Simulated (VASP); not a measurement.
# Li4B4H15 (a cell with a defect) in VASP: further runs, part 2 of 3

VASP 6.6.1. The steps go on from the part before.

### Step 4. Single point, PBEsol

INCAR

```
SYSTEM = Li4B4H15
  PREC = Accurate
  ENCUT = 520
  EDIFF = 1E-6
  ISMEAR = 0
  SIGMA = 0.05
  LREAL = Auto
  LASPH = .TRUE.
  NELM = 100
  ALGO = Fast
  ISIF = 2
  LWAVE = .FALSE.
  LCHARG = .FALSE.
  GGA = PS
  NBANDS = 36
```

KPOINTS

```
regular mesh
0
G
  4 4 4
  0 0 0
```

POSCAR

```
Li4B4H15
1.0
    5.6432012145      0.0000000000      0.0000000000
    0.0000000000     -5.6432012145      0.0000000000
    0.0000000000      0.0000000000     -5.6432012145
Li B H
4 4 15
Direct
    0.4757725089      0.0242275607      0.5199858889
   -0.0131299589      0.5131300285      0.5254211018
    0.0032671172      0.0377569383      0.0444339995
    0.4622429541      0.4967329524      1.0444341387
    0.4687956178      0.0312044517      0.0133916898
    0.0379298898      0.4620701798     -0.0306675225
   -0.0076814557     -0.0347749429      0.4873870159
    0.5347750125      0.5076813481      0.4873870159
    0.8991726162      0.6008274153      0.0620612285
    0.8345024076      0.0189929432      0.6286259988
    0.4810071264      0.6654976240      0.6286259988
    0.3083191497      0.9308844041      0.9108665108
    0.9299360063      0.3196400290      0.8459379382
    0.9061018393      0.8592029268      0.3188325086
    0.3570927074      0.4001480568      0.4204197068
    0.5713489343      0.9286510973      0.1718024864
    0.1494906823      0.3505092101      0.1211266397
    0.1330576337      0.8346124515      0.5894223639
    0.6653875801      0.3669422587      0.5894223639
    0.5691156274      0.1916809199      0.9108666880
    0.1803598634      0.5700640253      0.8459379382
    0.0998520128      0.1429073622      0.4204197068
    0.6407971048      0.5938981923      0.3188325086
```

Potentials or basis: VASP PAW PBE potentials, release 64 (Li_sv, B, H).

The run is started by

```console
cat potpaw_PBE.64/Li_sv/POTCAR potpaw_PBE.64/B/POTCAR potpaw_PBE.64/H/POTCAR > POTCAR
mpirun -np 1 vasp_std > vasp.out
```

OUTCAR:

```text
SYSTEM = Li4B4H15
   PREC = Accurate
   ENCUT = 520
   EDIFF = 1E-6
   ISMEAR = 0
   LREAL = Auto
   LASPH = .TRUE.
   NELM = 100
   ISIF = 2
   GGA = PS

 ion  position               nearest neighbor table
   1  0.476  0.024  0.520-
   2  0.987  0.513  0.525-
   3  0.003  0.038  0.044-
   4  0.462  0.497  0.044-
   5  0.469  0.031  0.013-  16 1.21  20 1.21  12 1.21
   6  0.038  0.462  0.969-   9 1.22  21 1.23  13 1.23  17 1.24
   7  0.992  0.965  0.487-  14 1.22  18 1.23  22 1.23  10 1.23
   8  0.535  0.508  0.487-  23 1.22  19 1.23  15 1.23  11 1.23
   9  0.899  0.601  0.062-   6 1.22
  10  0.835  0.019  0.629-   7 1.23
  11  0.481  0.665  0.629-   8 1.23
  12  0.308  0.931  0.911-   5 1.21
  13  0.930  0.320  0.846-   6 1.23
  14  0.906  0.859  0.319-   7 1.22
  15  0.357  0.400  0.420-   8 1.23
  16  0.571  0.929  0.172-   5 1.21
  17  0.149  0.351  0.121-   6 1.24
  18  0.133  0.835  0.589-   7 1.23
  19  0.665  0.367  0.589-   8 1.23
  20  0.569  0.192  0.911-   5 1.21
  21  0.180  0.570  0.846-   6 1.23
  22  0.100  0.143  0.420-   7 1.23
  23  0.641  0.594  0.319-   8 1.22

  LATTYP: Found a simple cubic cell.
 ALAT       =     5.6432012145

  Lattice vectors:

 A1 = (   5.6432012145,   0.0000000000,   0.0000000000)
 A2 = (   0.0000000000,  -5.6432012145,   0.0000000000)
 A3 = (   0.0000000000,   0.0000000000,  -5.6432012145)

Analysis of symmetry for initial positions (statically):
=====================================================================
 Subroutine PRICEL returns:
 Original cell was already a primitive cell.

 Routine SETGRP: Setting up the symmetry group for a
 simple cubic supercell.

 Subroutine GETGRP returns: Found  2 space group operations
 (whereof  1 operations were pure point group operations)
 out of a pool of 48 trial point group operations.

The static configuration has the point symmetry C_1 .
[... 180 lines left out ...]
   LORBIT       =      0    0 simple, 1 ext, 2 COOP (PROOUT), +10 PAW based schemes
   GGA     = PS    functional components
   LHFCALC =     F    Hartree Fock is set to
   AEXX    =    0.0000 exact exchange contribution
   IVDW    =     0    specifies the selected vdW correction
   LEPSILON=     F    determine dielectric tensor
   LRPA    =     F    only Hartree local field effects (RPA)
 non-spin polarized calculation
 RMM-DIIS sequential band-by-band and
 Gauss-broadening in eV      SIGMA  =   0.05
  energy-cutoff  :      520.00
  volume of cell :      179.71
 maximum number of plane-waves:      4945
 NGX is ok and might be reduce to    42
   NGX = 21   NGY = 21   NGZ = 21

 number of electron      38.9999988 magnetization

 Free energy of the ion-electron system (eV)
  ---------------------------------------------------
  ext. energy  EPLUGINS =         0.00000000
  ---------------------------------------------------
  free energy    TOTEN  =       -89.93400418 eV

  energy without entropy =      -89.92906059  energy(sigma->0) =      -89.93153238

 E-fermi :   1.0657     XC(G=0):  -8.2878

 val. band max:        1.0478223769   @ k =   0.5000   0.5000   0.0000
 cond. band min:       1.0703945120   @ k =   0.0000   0.5000   0.5000
 fundamental gap:      0.0225721351
 Fermi energy:         1.0657112187

 k-point     1 :       0.0000    0.0000    0.0000
  band No.  band energies     occupation
      1     -45.4712      2.00000
      2     -45.4574      2.00000
      3     -45.2294      2.00000
      4     -45.2286      2.00000
      5      -9.8654      2.00000
      6      -8.1070      2.00000
[... 805 lines left out ...]
     30       6.4676      0.00000
     31       6.5447      0.00000
 [bands above 31 left out]

------------------------ aborting loop because EDIFF is reached ----------------------------------------

  FORCE on cell =-STRESS in cart. coord.  units (eV):
  Direction    XX          YY          ZZ          XY          YZ          ZX
  --------------------------------------------------------------------------------------
  -------------------------------------------------------------------------------------
  Total       -0.5589419     -0.5589419     -0.4943458      0.2282204      0.1193365      0.1193364
  in kB       -4.9831115     -4.9831115     -4.4072213      2.0346441      1.0639157      1.0639146
  external PRESSURE =      -4.7911481 kB  Pullay stress =       0.0000000 kB

 VOLUME and BASIS-vectors are now :
 -----------------------------------------------------------------------------
  energy-cutoff  :      520.00
  volume of cell :      179.71
      direct lattice vectors                 reciprocal lattice vectors
     5.643201215  0.000000000  0.000000000     0.177204385  0.000000000  0.000000000
     0.000000000 -5.643201215  0.000000000     0.000000000 -0.177204385  0.000000000
     0.000000000  0.000000000 -5.643201215     0.000000000  0.000000000 -0.177204385

 POSITION                                       TOTAL-FORCE (eV/Angst)
 -----------------------------------------------------------------------------------
      2.68488     -0.13672     -2.93438        -0.013065     -0.013065      0.005225
      5.56911     -2.89570     -2.96506        -0.017516     -0.017516      0.010634
      0.01844     -0.21307     -0.25075        -0.012476     -0.003618     -0.005772
      2.60853     -2.80316     -0.25075        -0.003618     -0.012476     -0.005772
      2.64551     -0.17609     -0.07557         0.033393      0.033393     -0.030289
      0.21405     -2.60755     -5.47014        -0.003355     -0.003355     -0.011358
[... 15 lines left out ...]
      0.56348     -0.80645     -2.37251        -0.022564     -0.002385     -0.009451
      3.61615     -3.35149     -1.79924         0.022147      0.012063     -0.001175
 -----------------------------------------------------------------------------------
    total drift:                                0.001140      0.001877      0.000433

  FREE ENERGIE OF THE ION-ELECTRON SYSTEM (eV)
  ---------------------------------------------------
  free  energy   TOTEN  =       -89.9340041834 eV

  energy  without entropy=      -89.9290605858  energy(sigma->0) =      -89.93153238
```

Run time: 6.8 min. Hardware: 1 thread of Intel Xeon Platinum 8259CL at 2.50GHz (Skylake/Cascade Lake), shared host; peak memory 0.31 GiB.

What came out:

```
Free energy            : -89.9340 eV
Largest force          : 0.099 eV/Å
Band gap on the k mesh : none (metal or under the smearing width)
```

Forces on the atoms (eV/Å):
```
Li  -0.013 -0.013  0.005
Li  -0.018 -0.018  0.011
Li  -0.012 -0.004 -0.006
Li  -0.004 -0.012 -0.006
B    0.033  0.033 -0.030
B   -0.003 -0.003 -0.011
B    0.038 -0.018 -0.006
B   -0.018  0.038 -0.006
H   -0.051 -0.051  0.049
H    0.002  0.037 -0.014
H    0.037  0.002 -0.014
H   -0.016  0.003 -0.007
H    0.000 -0.001  0.036
H    0.012  0.022 -0.001
H   -0.002 -0.023 -0.009
H    0.023  0.023  0.008
H   -0.065 -0.065 -0.037
H    0.043  0.012  0.011
H    0.012  0.043  0.011
H    0.003 -0.016 -0.007
H   -0.001  0.000  0.036
H   -0.023 -0.002 -0.009
H    0.022  0.012 -0.001
```

Caveat: the cutoff is under 1.25 times the usual one of these potentials, so pressure, stress and relaxed cells hold a basis-set (Pulay) error; the PAW data sets were made with another functional, which shifts forces and pressure a little.

### Step 5. Single point, PBEsol

INCAR

```
SYSTEM = Li4B4H15
  ALGO = Fast
  EDIFF = 1E-6
  ENCUT = 520
  GGA = PS
  ISIF = 2
  ISMEAR = 0
  LASPH = .True.
  LCHARG = .True.
  LELF = .True.
  LREAL = Auto
  LVHAR = .True.
  LWAVE = .False.
  NBANDS = 36
  NELM = 100
  PREC = Accurate
  SIGMA = 0.05
```

KPOINTS

```
k-points
0
Gamma
  4 4 4
  0 0 0
```

POSCAR

```
Li4B4H15
1.0
    5.6432012145      0.0000000000      0.0000000000
    0.0000000000     -5.6432012145      0.0000000000
    0.0000000000      0.0000000000     -5.6432012145
Li B H
4 4 15
Direct
    0.4854785247      0.0145215449      0.5311775863
    0.0145564542      0.4854434382      0.5312286211
    0.0051100428      0.0050873607      0.0248624840
    0.4949125317      0.4948900268      1.0248624460
    0.4353218867      0.0646781828     -0.0026562937
    0.0647093708      0.4352906988     -0.0026206756
   -0.0230829976     -0.0230583662      0.4834004488
    0.5230582586      0.5230830672      0.4834004488
    0.9776204658      0.5223795658      0.1741073839
    0.8267422732      0.0751934910      0.6061924553
    0.4248064013      0.6732577584      0.6061924553
    0.3209804030      0.9239638641      0.8791680132
    0.9239668766      0.3209804030      0.8792045173
    0.8815134905      0.8815189838      0.3131883718
    0.3757422285      0.3756580564      0.4187176587
    0.5224251073      0.9775747471      0.1740561718
    0.2499972881      0.2500027815      0.0476119829
    0.0750217800      0.8267592848      0.6063009044
    0.6732405696      0.4249782896      0.6063009044
    0.5760361675      0.1790196666      0.8791681904
    0.1790196666      0.5760331550      0.8792045173
    0.1243420132      0.1242576639      0.4187176587
    0.6184808706      0.6184865411      0.3131883718
```

Potentials or basis: VASP PAW PBE potentials, release 64 (Li_sv, B, H).

The run is started by

```console
cat potpaw_PBE.64/Li_sv/POTCAR potpaw_PBE.64/B/POTCAR potpaw_PBE.64/H/POTCAR > POTCAR
mpirun -np 1 vasp_std > vasp.out
```

OUTCAR:

```text
SYSTEM = Li4B4H15
   EDIFF = 1E-6
   ENCUT = 520
   GGA = PS
   ISIF = 2
   ISMEAR = 0
   LASPH = .True.
   LREAL = Auto
   NELM = 100
   PREC = Accurate

 ion  position               nearest neighbor table
   1  0.485  0.015  0.531-
   2  0.015  0.485  0.531-
   3  0.005  0.005  0.025-
   4  0.495  0.495  0.025-
   5  0.435  0.065  0.997-  16 1.22  20 1.22  12 1.22  17 1.51
   6  0.065  0.435  0.997-   9 1.22  21 1.22  13 1.22  17 1.51
   7  0.977  0.977  0.483-  14 1.23  10 1.23  18 1.23  22 1.23
   8  0.523  0.523  0.483-  23 1.23  11 1.23  19 1.23  15 1.23
   9  0.978  0.522  0.174-   6 1.22
  10  0.827  0.075  0.606-   7 1.23
  11  0.425  0.673  0.606-   8 1.23
  12  0.321  0.924  0.879-   5 1.22
  13  0.924  0.321  0.879-   6 1.22
  14  0.882  0.882  0.313-   7 1.23
  15  0.376  0.376  0.419-   8 1.23
  16  0.522  0.978  0.174-   5 1.22
  17  0.250  0.250  0.048-   6 1.51   5 1.51
  18  0.075  0.827  0.606-   7 1.23
  19  0.673  0.425  0.606-   8 1.23
  20  0.576  0.179  0.879-   5 1.22
  21  0.179  0.576  0.879-   6 1.22
  22  0.124  0.124  0.419-   7 1.23
  23  0.618  0.618  0.313-   8 1.23

  LATTYP: Found a simple cubic cell.
 ALAT       =     5.6432012145

  Lattice vectors:

 A1 = (   5.6432012145,   0.0000000000,   0.0000000000)
 A2 = (   0.0000000000,  -5.6432012145,   0.0000000000)
 A3 = (   0.0000000000,   0.0000000000,  -5.6432012145)

Analysis of symmetry for initial positions (statically):
=====================================================================
 Subroutine PRICEL returns:
 Original cell was already a primitive cell.

 Routine SETGRP: Setting up the symmetry group for a
 simple cubic supercell.

 Subroutine GETGRP returns: Found  2 space group operations
[... 182 lines left out ...]
  Fermi-wavevector in a.u.,A,eV,Ry     =   0.983794  1.859101 13.168407  0.967851
  Thomas-Fermi vector in A             =   2.114979
   LORBIT       =      0    0 simple, 1 ext, 2 COOP (PROOUT), +10 PAW based schemes
   GGA     = PS    functional components
   LHFCALC =     F    Hartree Fock is set to
   AEXX    =    0.0000 exact exchange contribution
   IVDW    =     0    specifies the selected vdW correction
   LEPSILON=     F    determine dielectric tensor
   LRPA    =     F    only Hartree local field effects (RPA)
 non-spin polarized calculation
 RMM-DIIS sequential band-by-band and
 Gauss-broadening in eV      SIGMA  =   0.05
  energy-cutoff  :      520.00
  volume of cell :      179.71
 maximum number of plane-waves:      4945
 NGX is ok and might be reduce to    42
   NGX = 21   NGY = 21   NGZ = 21

 number of electron      39.0000005 magnetization

 Free energy of the ion-electron system (eV)
  ---------------------------------------------------
  ext. energy  EPLUGINS =         0.00000000
  ---------------------------------------------------
  free energy    TOTEN  =       -89.68703031 eV

  energy without entropy =      -89.68060982  energy(sigma->0) =      -89.68382007

 E-fermi :   1.8002     XC(G=0):  -8.2817

 val. band max:        1.7990357337   @ k =   0.5000   0.2500   0.0000
 cond. band min:       1.8959694472   @ k =   0.5000   0.2500   0.2500
 fundamental gap:      0.0969337135
 Fermi energy:         1.8001974397

 k-point     1 :       0.0000    0.0000    0.0000
  band No.  band energies     occupation
      1     -45.4455      2.00000
      2     -45.4447      2.00000
      3     -45.2676      2.00000
      4     -45.2670      2.00000
      5      -9.9972      2.00000
      6      -8.2786      2.00000
[... 805 lines left out ...]
     30       6.4430      0.00000
     31       6.6248      0.00000
 [bands above 31 left out]

------------------------ aborting loop because EDIFF is reached ----------------------------------------

  FORCE on cell =-STRESS in cart. coord.  units (eV):
  Direction    XX          YY          ZZ          XY          YZ          ZX
  --------------------------------------------------------------------------------------
  -------------------------------------------------------------------------------------
  Total       -0.8390801     -0.8390801     -0.7094950     -0.4347782     -0.0001626     -0.0001626
  in kB       -7.4806170     -7.4806170     -6.3253317     -3.8761604     -0.0014500     -0.0014500
  external PRESSURE =      -7.0955219 kB  Pullay stress =       0.0000000 kB

 VOLUME and BASIS-vectors are now :
 -----------------------------------------------------------------------------
  energy-cutoff  :      520.00
  volume of cell :      179.71
      direct lattice vectors                 reciprocal lattice vectors
     5.643201215  0.000000000  0.000000000     0.177204385  0.000000000  0.000000000
     0.000000000 -5.643201215  0.000000000     0.000000000 -0.177204385  0.000000000
     0.000000000  0.000000000 -5.643201215     0.000000000  0.000000000 -0.177204385

 POSITION                                       TOTAL-FORCE (eV/Angst)
 -----------------------------------------------------------------------------------
      2.73965     -0.08195     -2.99754        -0.003991     -0.003991     -0.001901
      0.08215     -2.73946     -2.99783         0.004120      0.004120     -0.001960
      0.02884     -0.02871     -0.14030        -0.010215      0.010278      0.005699
      2.79289     -2.79276     -0.14030         0.010278     -0.010215      0.005699
      2.45661     -0.36499     -5.62821         0.014924      0.014924     -0.044610
      0.36517     -2.45643     -5.62841        -0.014611     -0.014611     -0.044681
[... 15 lines left out ...]
      0.70169     -0.70121     -2.36291         0.018549     -0.018552      0.005030
      3.49021     -3.49024     -1.76739        -0.002111      0.002138      0.004719
 -----------------------------------------------------------------------------------
    total drift:                               -0.000103      0.000427     -0.007458

  FREE ENERGIE OF THE ION-ELECTRON SYSTEM (eV)
  ---------------------------------------------------
  free  energy   TOTEN  =       -89.6870303147 eV

  energy  without entropy=      -89.6806098205  energy(sigma->0) =      -89.68382007
```

stdout:

```text
POSCAR found type information on POSCAR LiB H
 POSCAR found :  3 types and      23 ions
 scaLAPACK will be used
 -----------------------------------------------------------------------------
|                                                                             |
|                                                                             |
|     You enforced a specific xc type in the INCAR file but a different       |
|     I HOPE YOU KNOW WHAT YOU ARE DOING!                                     |
|                                                                             |
 -----------------------------------------------------------------------------

 LDA part: xc-table for (Slater+PW92), standard interpolation
 POSCAR, INCAR and KPOINTS ok, starting setup
 FFT: planning ... GRIDC
 FFT: planning ... GRID_SOFT
 FFT: planning ... GRID
 WAVECAR not read
 entering main loop
```

It took 6.5 min on 1 thread of Intel Xeon Platinum 8259CL at 2.50GHz (Skylake/Cascade Lake), shared host; peak memory 0.31 GiB.

Results:

```yaml
Free_energy: -89.6870 eV
Largest_force: 0.049 eV/Å
Band_gap_on_the_k_mesh: none (metal or under the smearing width)
```

Forces in eV/Å, atoms in the order of the input:
```
Li  -0.004 -0.004 -0.002
Li   0.004  0.004 -0.002
Li  -0.010  0.010  0.006
Li   0.010 -0.010  0.006
B    0.015  0.015 -0.045
B   -0.015 -0.015 -0.045
B   -0.012  0.012  0.011
B    0.012 -0.012  0.011
H    0.000  0.000  0.005
H   -0.009 -0.005 -0.011
H   -0.005 -0.009 -0.011
H   -0.016  0.014  0.021
H   -0.014  0.016  0.021
H    0.002 -0.002  0.005
H   -0.019  0.019  0.005
H   -0.001 -0.001  0.005
H    0.000  0.000 -0.010
H    0.005  0.009 -0.011
H    0.009  0.005 -0.011
H    0.014 -0.016  0.021
H    0.016 -0.014  0.021
H    0.019 -0.019  0.005
H   -0.002  0.002  0.005
```

Levels at points of the mesh, in eV from the Fermi level:
```csv
k point,band 17,band 18,band 19,band 20,band 21,band 22,band 23,band 24
"(0.00, 0.00, 0.00)",-4.55,-4.28,-4.21,0.29,2.26,2.30,2.32,2.96
"(0.50, 0.00, 0.00)",-4.79,-4.68,-4.56,-0.25,2.94,2.96,3.47,3.54
"(0.00, 0.00, 0.50)",-4.77,-4.53,-4.49,-0.01,2.12,3.19,3.39,3.83
"(0.50, 0.50, 0.00)",-4.79,-4.28,-4.20,0.45,1.64,3.35,3.45,3.53
"(0.00, 0.50, 0.50)",-4.70,-4.37,-4.34,-0.07,3.16,3.22,3.33,3.50
"(0.50, 0.50, 0.50)",-4.36,-4.25,-4.20,0.61,2.14,2.33,2.41,2.84
```

Caveat: the cutoff is under 1.25 times the usual one of these potentials, so pressure, stress and relaxed cells hold a basis-set (Pulay) error; the PAW data sets were made with another functional, which shifts forces and pressure a little.

[end of part 2 of 3]
